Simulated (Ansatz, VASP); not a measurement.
**Cross-check of W (W(100)) between VASP and Ansatz**

Wanted: the spread between two codes on one cell, functional and k mesh. The cell is taken from a series of runs on this material, whose earlier steps may have relaxed, scaled, displaced or heated it; both programs get it as it stands.

Main program and level: Ansatz 0.2.0; plane waves, with VASP 6.6.1 beside it; single point at PBE.

**1. Starting point**

The cell holds 5 atoms: 5 W. Cell: a = 3.160 Å, b = 3.160 Å, c = 24.320 Å, α = 90.0°, β = 90.0°, γ = 90.0°. Vacuum lies along c.

**2. VASP: single point, PBE**

With cell and atoms fixed, the geometry can't cause a difference; cores, projectors, grids and the points listed under the comparison can.

Lines of VASP's logs that name or quote its potential files are left out, and so is its time.

Input file INCAR:

```
SYSTEM = W
PREC = Accurate
ENCUT = 520
EDIFF = 1E-06
NELM = 120
ISMEAR = -1
SIGMA = 0.1
LREAL = .FALSE.
ALGO = Normal
GGA = PE
NBANDS = 21
LASPH = .TRUE.
LORBIT = 11
LWAVE = .FALSE.
LCHARG = .FALSE.
ISIF = 2
LDIPOL = .TRUE.
IDIPOL = 3
DIPOL = 0.5 0.5 0.5
LVHAR = .TRUE.
GGA_COMPAT = .FALSE.
NELMDL = -8
KPAR = 2
```

Input file POSCAR:

```
W
1.0
    3.1600000000      0.0000000000      0.0000000000
    0.0000000000      3.1600000000      0.0000000000
    0.0000000000      0.0000000000     24.3200000000
W
5
Direct
    0.0000000000      0.0000000000      0.3700657895
    0.5000000000      0.5000000000      0.4350328947
    0.0000000000      0.0000000000      0.5000000000
    0.5000000000      0.5000000000      0.5649671053
    0.0000000000      0.0000000000      0.6299342105
```

Input file KPOINTS:

```
Automatic mesh
0
Gamma
16 16 1
0 0 0
```

Potentials, in the order of the species: W (PBE family, release 64).

The run is started by

```sh
$ mpirun -np 2 vasp_std
```

Numbers of over 12 decimals in the logs are rounded to 6 here.

The log of the run:

```text
[banner, memory and clock lines left out]
running    2 mpi-ranks, on    1 nodes
 distrk:  each k-point on    1 cores,    2 groups
 distr:  one band on    1 cores,    1 groups

 POSCAR found type information on POSCAR W
 POSCAR found :  1 types and       5 ions
 LDA part: xc-table for (Slater+PW92), standard interpolation
 POSCAR, INCAR and KPOINTS ok, starting setup
 FFT: planning ... GRIDC
 FFT: planning ... GRID_SOFT
 FFT: planning ... GRID
 WAVECAR not read
 entering main loop
       N       E                     dE             d eps       ncg     rms          rms(c)
DAV:   1     0.152225659853E+03    0.15223E+03   -0.10839E+04  1890   0.111E+03
DAV:   2    -0.440771522827E+02   -0.19630E+03   -0.18505E+03  2818   0.233E+02
DAV:   3    -0.635059812551E+02   -0.19429E+02   -0.18340E+02  2327   0.719E+01
DAV:   4    -0.648759875706E+02   -0.13700E+01   -0.13049E+01  3260   0.167E+01
DAV:   5    -0.649231902098E+02   -0.47203E-01   -0.45188E-01  2917   0.277E+00
DAV:   6    -0.649260397013E+02   -0.28495E-02   -0.28010E-02  3412   0.488E-01
DAV:   7    -0.649261791521E+02   -0.13945E-03   -0.13792E-03  2986   0.818E-02
DAV:   8    -0.649261926571E+02   -0.13505E-04   -0.13435E-04  3116   0.143E-02    0.399E+01
DAV:   9    -0.636667686275E+02    0.12594E+01   -0.40469E+01  3058   0.250E+01    0.213E+01
DAV:  10    -0.773082527517E+02   -0.13641E+02   -0.17765E+02  3335   0.614E+01    0.196E+01
DAV:  11    -0.594054959488E+02    0.17903E+02   -0.10398E+02  3287   0.409E+01    0.438E+00
DAV:  12    -0.599505128446E+02   -0.54502E+00   -0.67865E+00  2910   0.125E+01    0.362E+00
DAV:  13    -0.598676130562E+02    0.82900E-01   -0.61796E-01  3079   0.376E+00    0.231E+00
DAV:  14    -0.598688484370E+02   -0.12354E-02   -0.36425E-02  2719   0.109E+00    0.205E+00
[...]
DAV:  19    -0.598431747331E+02   -0.10165E-03   -0.30190E-04  2888   0.985E-02    0.115E-01
DAV:  20    -0.598432497181E+02   -0.74985E-04   -0.11689E-03  3142   0.171E-01    0.686E-02
DAV:  21    -0.598432376331E+02    0.12085E-04   -0.97314E-05  2883   0.716E-02    0.388E-02
DAV:  22    -0.598432704172E+02   -0.32784E-04   -0.53760E-05  3027   0.321E-02    0.272E-02
DAV:  23    -0.598432733698E+02   -0.29526E-05   -0.99157E-06  2968   0.159E-02    0.130E-02
DAV:  24    -0.598432896499E+02   -0.16280E-04   -0.12764E-05  3074   0.166E-02    0.782E-03
DAV:  25    -0.598432923937E+02   -0.27438E-05   -0.10694E-06  1727   0.654E-03    0.673E-03
DAV:  26    -0.598432926250E+02   -0.23131E-06   -0.46390E-07  1515   0.388E-03
   1 F= -.59843293E+02 E0= -.59743595E+02  d E =-.199396E+00
```

OUTCAR, selected parts (step 2):

```text
ion  position               nearest neighbor table
   1  0.000  0.000  0.370-   2 2.74   2 2.74   2 2.74   2 2.74   3 3.16
   2  0.500  0.500  0.435-   1 2.74   1 2.74   1 2.74   1 2.74   3 2.74   3 2.74   3 2.74   3 2.74
                             4 3.16
   3  0.000  0.000  0.500-   2 2.74   4 2.74   2 2.74   4 2.74   2 2.74   4 2.74   2 2.74   4 2.74
                             1 3.16   5 3.16
   4  0.500  0.500  0.565-   5 2.74   5 2.74   5 2.74   5 2.74   3 2.74   3 2.74   3 2.74   3 2.74
                             2 3.16
   5  0.000  0.000  0.630-   4 2.74   4 2.74   4 2.74   4 2.74   3 3.16

  LATTYP: Found a simple tetragonal cell.
 ALAT       =     3.1600000000
 C/A-ratio  =     7.6962025316

 Subroutine GETGRP returns: Found 16 space group operations
 (whereof 16 operations were pure point group operations)

The static configuration has the point symmetry D_4h.

 Found     45 irreducible k-points:

   k-points           NKPTS =     45   k-points in BZ     NKDIM =     45   number of bands    NBANDS=     21

   dimension x,y,z NGX =    24 NGY =   24 NGZ =  192
   dimension x,y,z NGXF=    48 NGYF=   48 NGZF=  384

   ENCUT  =  520.0 eV  38.22 Ry    6.18 a.u.   5.88  5.88 45.22*2*pi/ulx,y,z

   NELECT =      30.0000    total number of electrons

 k-points in reciprocal lattice and weights: Automatic mesh
   0.00000000  0.00000000  0.00000000       0.004
   0.06250000  0.00000000  0.00000000       0.016
   0.12500000  0.00000000  0.00000000       0.016
   0.18750000  0.00000000  0.00000000       0.016
   0.25000000  0.00000000  0.00000000       0.016
   0.31250000  0.00000000  0.00000000       0.016
   0.37500000  0.00000000  0.00000000       0.016
   0.43750000  0.00000000  0.00000000       0.016
   0.50000000  0.00000000  0.00000000       0.008
[...]
0.50000000  0.43750000  0.00000000       0.016
   0.50000000  0.50000000  0.00000000       0.004

 dipolmoment           0.000000      0.000000     -0.000000 electrons x Angstroem

 average (electrostatic) potential at core
       1 -45.9499       2 -45.7850       3 -45.9848       4 -45.7850       5 -45.9499

 E-fermi :  -0.2515

 k-point     1 :       0.0000    0.0000    0.0000
  band No.  band energies     occupation
    ...
     12      -0.9533      1.99821
     13      -0.9533      1.99821
     14      -0.6168      1.94951
     15      -0.5229      1.87570
     16      -0.4910      1.83291
     17      -0.1165      0.41186
     18      -0.1165      0.41186
     19       0.1332      0.04182
     20       1.3035      0.00000
     21       1.5093      0.00000

 k-point     2 :       0.0625    0.0000    0.0000
  band No.  band energies     occupation
    ...
     13      -0.7921      1.99107
     14      -0.6954      1.97667
     15      -0.4672      1.79267
     16      -0.4293      1.71108
     17      -0.4264      1.70378
     18       0.1793      0.02658
     19       0.4809      0.00132
     20       1.0219      0.00001
     21       1.2287      0.00000

 k-point     3 :       0.1250    0.0000    0.0000
  band No.  band energies     occupation
    ...
     13      -0.8742      1.99606
     14      -0.6822      1.97342
     15      -0.6262      1.95394
     16      -0.3084      1.27733
     17      -0.1664      0.59856
     18       0.6441      0.00026
     19       0.6805      0.00018
     20       0.8061      0.00005
     21       1.0584      0.00000

  Total       -7.6640634     -7.6640634     -4.8480325      0.0000000      0.0000000     -0.0000000
  in kB      -50.5628951    -50.5628951    -31.9844116      0.0000000      0.0000000     -0.0000000
  external PRESSURE =     -44.3700673 kB  Pullay stress =       0.0000000 kB

  energy-cutoff  :      520.00
  volume of cell :      242.85
      direct lattice vectors                 reciprocal lattice vectors
     3.160000000  0.000000000  0.000000000     0.316455696  0.000000000  0.000000000
     0.000000000  3.160000000  0.000000000     0.000000000  0.316455696  0.000000000
     0.000000000  0.000000000 24.320000000     0.000000000  0.000000000  0.041118421

 POSITION                                       TOTAL-FORCE (eV/Angst)
 -----------------------------------------------------------------------------------
      0.00000      0.00000      9.00000         0.000000      0.000000      1.583779
      1.58000      1.58000     10.58000         0.000000      0.000000     -1.645436
      0.00000      0.00000     12.16000         0.000000     -0.000000      0.000000
      1.58000      1.58000     13.74000         0.000000      0.000000      1.645436
      0.00000      0.00000     15.32000         0.000000     -0.000000     -1.583779
 -----------------------------------------------------------------------------------
    total drift:                               -0.000000      0.000000     -0.000000

  FREE ENERGIE OF THE ION-ELECTRON SYSTEM (eV)
  ---------------------------------------------------
  free  energy   TOTEN  =       -59.8432926250 eV

  energy  without entropy=      -59.6438969224  energy(sigma->0) =      -59.74359477

 vacuum level on the upper side and lower side of the slab         3.999         3.999

 total charge
# of ion       s       p       d       tot
------------------------------------------
    1        0.634   0.391   3.978   5.004
    2        0.684   0.687   4.167   5.538
    3        0.679   0.704   4.170   5.553
    4        0.684   0.687   4.167   5.538
    5        0.634   0.391   3.978   5.004
--------------------------------------------------
tot          3.316   2.860  20.462  26.637

[... 3 further parts left out ...]
```

The data set W keeps the semicore shell frozen, which is cheaper and a little less accurate.

**3. Ansatz: single point, PBE**

Ansatz runs on its default PAW (the set named soft_2) files.

The same cell, functional, mesh and smearing now go to Ansatz, which takes its cutoff from its data sets.

Input file input.yaml:

```yaml
crystal:
  lattice:
    - [3.16, 0.0, 0.0]
    - [0.0, 3.16, 0.0]
    - [0.0, 0.0, 24.32]
  atoms:
    - { symbol: W, position: [0.0, 0.0, 0.3700657895] }
    - { symbol: W, position: [0.5, 0.5, 0.4350328947] }
    - { symbol: W, position: [0.0, 0.0, 0.5] }
    - { symbol: W, position: [0.5, 0.5, 0.5649671053] }
    - { symbol: W, position: [0.0, 0.0, 0.6299342105] }
kpoints:
  mp_grid: { grid: [16, 16, 1] }
hamiltonian:
  xc: pbe
scf:
  occupations: { method: fermi_dirac, width: 0.1 }
  convergence: { dr2_threshold: 1.0e-10 }
efield:
  axis: 3
  dipole_correction: true
  ramp_position: 0.97
  ramp_width: 0.06
  amplitude: 0
output:
  forces: true
  write_potential: true
  write_density: true
  volumetric_format: npy
```

The run is started by

```sh
$ ansatz run input.yaml --threads 2 --pin off --max-ram 3072MiB --backend cpu --events-out ev --progress --plain --runs-dir out
```

The log of the run:

```text
Engine: ansatz 0.2.0, aarch64-unknown-linux-gnu
Pseudopotentials: kind: paw
Pseudopotential: W, paw, valence charge 14, recommended cutoff 420 eV (normal), W.paw.azcp
Functional definition: PBE
  parameter kappa = 0.804
  parameter beta = 0.066725
  exchange = pbe_x(kappa = kappa, mu = beta*pi^2/3)
  correlation = pbe_c(beta = beta)
Crystal: 5 atoms, lattice volume = 242.850 Å³
Basis set: ecut = 420 eV, 4785 PW (Γ), exchange–correlation on 48×48×360 points (8 copies of the dense FFT grid, shifted against one another)
Bands: 42, of which v1, the nominal top of the filled ones, is band 35 counted from 1 (34 counted from 0)
Symmetry: 8 space group operations
k-points: 45 of 256
Non-local potential: W, projectors of the file, l = 0: 3, l = 1: 2, l = 2: 2, l = 3: 1
PAW form: soft (Blöchl's): semilocal exchange-correlation on the pseudo side does not see the compensation charge
PAW one-centre angular grid: W, 590 points (default); XC on 64 Gauss nodes
Initial density: superposition of atomic densities (neutral atoms: chi_scale 0, normalization atom), corrected by the library's trained network
Initial wavefunctions: pseudopotential atomic-orbital guess
Functional: x = pbe(κ = 0.804, μ = 0.219515), c = pbe(β = 0.066725)
SCF iter   1: F=—  HF=-51918.949327 eV  |F-HF|=—  |Δ(HF+E_count)|=         —  Δρ=5.88e-3  dr2=2.47e-1  ethr=1.77e-3  p=-0.000 e·Å  D=-2.51e-14 V/Å  ΔV_dip=0.00 eV  dr2_dipole=1.60e-7  V_vac-E_F(+/−)=4.36/4.36 eV  ⟨swp⟩=8.4  Hψ=9031  notcnv=0
efield: sawtooth ramp at fractional position 0.9700 (set: `efield.ramp_position`, or a place that a band, a saddle search or an elastic batch's reference lends), width 0.0600; the density the first Hamiltonian is built on has a dipole p = -0.000 e·Å; the dipole correction subtracts the counter field D = -2.51e-14 V/Å, which shifts the + side's vacuum level by +0.00 eV against the − side's; the planar-averaged density in the ramp window peaks in size at 1.3e-5 e/Å³
preconditioner: auto → LDOS  [metal: Δε(μ)=0.010 eV  Ē_g=4.217 eV  σ=0.100 eV  W_gap=0.03  n_scr=44 (ndim 8)  ℏωp=13.1 eV  f_vac=0.578  D(μ)=6.29/eV (n_scr^D=44)  β→1.0]
SCF iter   2: F=—  HF=-51918.932741 eV  |F-HF|=—  |Δ(HF+E_count)|=   1.66e-2  Δρ=4.32e-3  dr2=1.05e-1  ethr=3.53e-4  p=-0.000 e·Å  D=-2.18e-6 V/Å  ΔV_dip=0.00 eV  dr2_dipole=2.80e-7  V_vac-E_F(+/−)=4.26/4.26 eV  ⟨swp⟩=2.3  Hψ=3256  notcnv=0
SCF iter   3: F=—  HF=-51918.922232 eV  |F-HF|=—  |Δ(HF+E_count)|=   1.05e-2  Δρ=1.09e-3  dr2=7.69e-3  ethr=1.50e-4  p=-0.000 e·Å  D=-1.00e-6 V/Å  ΔV_dip=0.00 eV  dr2_dipole=3.40e-8  V_vac-E_F(+/−)=4.27/4.27 eV  ⟨swp⟩=2.0  Hψ=2851  notcnv=0
SCF iter   4: F=—  HF=-51918.922377 eV  |F-HF|=—  |Δ(HF+E_count)|=   1.45e-4  Δρ=3.22e-4  dr2=3.43e-4  ethr=1.10e-5  p=0.000 e·Å  D=4.23e-7 V/Å  ΔV_dip=-0.00 eV  dr2_dipole=2.91e-11  V_vac-E_F(+/−)=4.25/4.25 eV  ⟨swp⟩=2.3  Hψ=2586  notcnv=0
SCF iter   5: F=—  HF=-51918.922462 eV  |F-HF|=—  |Δ(HF+E_count)|=   8.50e-5  Δρ=1.26e-4  dr2=3.04e-5  ethr=4.90e-7  p=0.000 e·Å  D=5.38e-7 V/Å  ΔV_dip=-0.00 eV  dr2_dipole=1.29e-10  V_vac-E_F(+/−)=4.24/4.24 eV  ⟨swp⟩=2.9  Hψ=3002  notcnv=0
SCF iter   6: F=—  HF=-51918.922495 eV  |F-HF|=—  |Δ(HF+E_count)|=   3.25e-5  Δρ=4.44e-5  dr2=5.77e-6  ethr=4.34e-8  p=0.000 e·Å  D=4.05e-7 V/Å  ΔV_dip=-0.00 eV  dr2_dipole=4.50e-11  V_vac-E_F(+/−)=4.23/4.23 eV  ⟨swp⟩=2.8  Hψ=3394  notcnv=0
SCF iter   7: F=—  HF=-51918.922788 eV  |F-HF|=—  |Δ(HF+E_count)|=   2.93e-4  Δρ=1.14e-5  dr2=2.58e-7  ethr=8.24e-9  p=0.000 e·Å  D=2.34e-7 V/Å  ΔV_dip=-0.00 eV  dr2_dipole=3.54e-11  V_vac-E_F(+/−)=4.23/4.23 eV  ⟨swp⟩=2.9  Hψ=3597  notcnv=0
SCF iter   8: F=—  HF=-51918.922788 eV  |F-HF|=—  |Δ(HF+E_count)|=   9.19e-7  Δρ=2.93e-6  dr2=3.18e-8  ethr=3.68e-10  p=0.000 e·Å  D=6.67e-8 V/Å  ΔV_dip=-0.00 eV  dr2_dipole=3.54e-15  V_vac-E_F(+/−)=4.23/4.23 eV  ⟨swp⟩=3.1  Hψ=3856  notcnv=0
SCF iter   9: F=—  HF=-51918.922789 eV  |F-HF|=—  |Δ(HF+E_count)|=   6.64e-8  Δρ=9.18e-7  dr2=5.81e-9  ethr=4.55e-11  p=0.000 e·Å  D=1.68e-8 V/Å  ΔV_dip=-0.00 eV  dr2_dipole=8.23e-14  V_vac-E_F(+/−)=4.23/4.23 eV  ⟨swp⟩=3.0  Hψ=4024  notcnv=0
SCF iter  10: F=—  HF=-51918.922789 eV  |F-HF|=—  |Δ(HF+E_count)|=   1.25e-8  Δρ=3.45e-7  dr2=5.86e-10  ethr=8.30e-12  p=0.000 e·Å  D=5.89e-9 V/Å  ΔV_dip=-0.00 eV  dr2_dipole=2.09e-12  V_vac-E_F(+/−)=4.23/4.23 eV  ⟨swp⟩=3.0  Hψ=3678  notcnv=0
SCF iter  11: F=—  HF=-51918.922789 eV  |F-HF|=—  |Δ(HF+E_count)|=   2.15e-9  Δρ=1.29e-7  dr2=1.15e-10  ethr=1.00e-12  p=0.000 e·Å  D=5.84e-9 V/Å  ΔV_dip=-0.00 eV  dr2_dipole=1.14e-13  V_vac-E_F(+/−)=4.23/4.23 eV  ⟨swp⟩=11.2  Hψ=12884  notcnv=0
SCF iter  12: F=-51918.922789 eV  HF=-51918.922789 eV  |F-HF|=1.46e-11  |Δ(HF+E_count)|=  5.82e-11  Δρ=5.72e-8  dr2=2.14e-11  ethr=1.00e-12  p=-0.000 e·Å  D=-8.52e-10 V/Å  ΔV_dip=0.00 eV  dr2_dipole=4.15e-15  V_vac-E_F(+/−)=4.23/4.23 eV  ⟨swp⟩=8.2  Hψ=10247  notcnv=0
SCF 1 converged in 12 iterations: F = -51918.922789 eV  dr2 = 2.14e-11
  greatest PAW one-centre occupation: 1.000 electrons in one spin orbital (limit 2), on the W atom at site 4 (counted from 0), in its partial waves of l = 0
WARN: The output density's exchange-correlation potential varies sharply where the density is thin. Do not read a vacuum level from v_tot or v_xc, or from such a field of the output density. On a cell that repeats whose density bears no net charge and no dipole along the vacuum's axis use v_es (v_loc + v_h of the components); under efield.dipole_correction with no amplitude use v_es + v_field, which holds any externa [...]
SCF converged after 12 iterations
Free energy (F): -51918.922789 eV
Harris-Foulkes:  -51918.922789 eV  (|F-HF|=1.46e-11)
Internal energy: -51918.723571 eV  (E = F + TS)
E sigma→0 (E₀):  -51918.823180 eV
Entropy (-TS):   -0.199217 eV (-39.843 meV/atom)
Fermi energy:    4.601267 eV
Dipole field:    D = 0.000000 V/Å  (p = 0.000000 e·Å, saw-weighted, corrected)
Work function:   Φ+ = 4.2343 eV   Φ− = 4.2343 eV
Levels:          The Fermi level and band energies are counted from a zero that moves with the ramp; work functions are not
--- Per-component energies (eV) ---
  E_band       = -1646.569763
  E_kinetic    = 2236.806810
  E_local      = -85545.728602  (includes V_loc(G=0)·N_el)
  E_nonlocal   = 7.579558
  E_hartree    = 41731.446214
  E_xc         = -1326.510735
  E_vxc        = -1183.142566  (∫ρ·V_xc dr)
  E_paw        = -42812.704647  (= ΣΔE_a)
  E_vpaw       = -624.978014  (= ΣTr[D̂ρ^β])
  E_aug_tail   = -0.000296  (compensation charges beyond the density's cutoff)
  E_efield     = 0.000000  (sawtooth field / dipole correction)
  E_vefield    = 0.000000  (∫n·V_field dr)
  E_ewald      = 33790.388125
  E_smearing   = -0.199217  (= −TS)
  E_closure    = -0.000000  (closes the sum)
  Σ components = -51918.922789   (vs F -51918.922789, Δ=0.00e0)
--- Forces (eV/Å), atoms counted from 1 ---
  atom   1  W      0.00000000    -0.00000000     1.35033660
  atom   2  W     -0.00000000     0.00000000    -1.62421624
  atom   3  W      0.00000000     0.00000000     0.00000024
  atom   4  W      0.00000000    -0.00000000     1.62421612
  atom   5  W     -0.00000000     0.00000000    -1.35033702
  max |Σ_I F_I| component: 2.93e-7 eV/Å
--- Band table (eV; the first three rows and the last of 45) ---
  k-point 0: bands = [... 31 lower, 3.9031, 3.9031, 4.2419, 4.3161, 4.3705, 4.7421, 4.7421, 4.9880, ... 3 higher]
  k-point 1: bands = [... 31 lower, 3.9638, 4.0650, 4.1626, 4.3930, 4.4197, 4.4279, 5.0360, 5.3377, ... 3 higher]
  k-point 2: bands = [... 31 lower, 3.8661, 3.9830, 4.1755, 4.2292, 4.5479, 4.6845, 5.5007, 5.5424, ... 3 higher]
  k-point 44: bands = [... 31 lower, 3.7257, 3.7257, 6.4102, 6.4331, 6.4331, 6.5942, 7.0145, 7.0145, ... 3 higher]
```

Reading the cycles: dr2 is the Hartree energy of the density residual (eV), the measure of convergence; HF is the Harris–Foulkes estimate of the energy, which meets the free energy F at convergence.

**4. Comparison**

Known differences besides the potentials themselves: the data sets hold 70 valence electrons in Ansatz (on its default PAW (the set named soft_2) files) and 30 in VASP; the cutoff is 420 eV in Ansatz and 520 eV in VASP. Total energies have different zeros and are not compared.

Both answers:

| quantity | Ansatz | VASP | difference |
| --- | --- | --- | --- |
| work function, lower of the two faces (eV) | 4.23 | 4.25 | -0.02 |
| work function, higher of the two faces (eV) | 4.23 | 4.25 | -0.02 |

Forces (eV/Å; atoms numbered as in POSCAR):

```csv
atom,"Ansatz x, y, z","VASP x, y, z"
W1,"0.000, 0.000, 1.350","0.000, 0.000, 1.584"
W2,"0.000, 0.000, -1.624","0.000, 0.000, -1.645"
W3,"0.000, 0.000, 0.000","0.000, 0.000, 0.000"
W4,"0.000, 0.000, 1.624","0.000, 0.000, 1.645"
W5,"0.000, 0.000, -1.350","0.000, 0.000, -1.584"
```

The forces differ by 86 meV/Å r.m.s., which is 10.3 % of the r.m.s. force of 0.834 eV/Å (both taken over all components). With vacuum in the cell, a pressure given here is an average over mostly empty space and none of the material.

**5. Other set-ups**

Further runs change the set-up of one program: Ansatz's method, potentials or start, or VASP's data sets, cutoff or form of LDA. The table gives Ansatz less VASP for each quantity, since a change that brings one quantity closer may part another.

```csv
run,r.m.s. force difference (meV/Å),"work function, lower of the two faces (eV)","work function, higher of the two faces (eV)"
as above,86,-0.016,-0.016
VASP with the data sets W_sv and a cutoff of 400 eV,13,-6.3e-4,-6.3e-4
```

**6. Summary of results**

| Item | Value |
| --- | --- |
| r.m.s. force difference (single point, PBE) | 10 % of the r.m.s. force |

In words: The r.m.s. force difference is 10 % of the r.m.s. force (single point, PBE), beyond the 3 % picked in this series as the mark of a large difference. The data sets hold unlike numbers of valence electrons (70 in Ansatz and 30 in VASP), so part of the differences comes from the potentials. Single point, PBE, VASP with the data sets W_sv and a cutoff of 400 eV: r.m.s. force difference goes from 86 to 13 meV/Å; the difference in work function, lower of the two faces goes from -0.016 to -6.3e-4 eV; the difference in work function, higher of the two faces goes from -0.016 to -6.3e-4 eV. How closely two codes agree says nothing of how well the functional describes the real material.

[Lines on the potential files, build, host, timing and source positions are cut from VASP's logs without a mark.]

[Logs are printed without paths, hosts, clocks, repeated set-up lines and the standing remarks that a program may print on its own settings, such as how far it seeks lower states.]

[Hosts, paths, dates, database ids (printed as entryN), source tags and the programs' standing remarks are cut or masked in the printed files.]
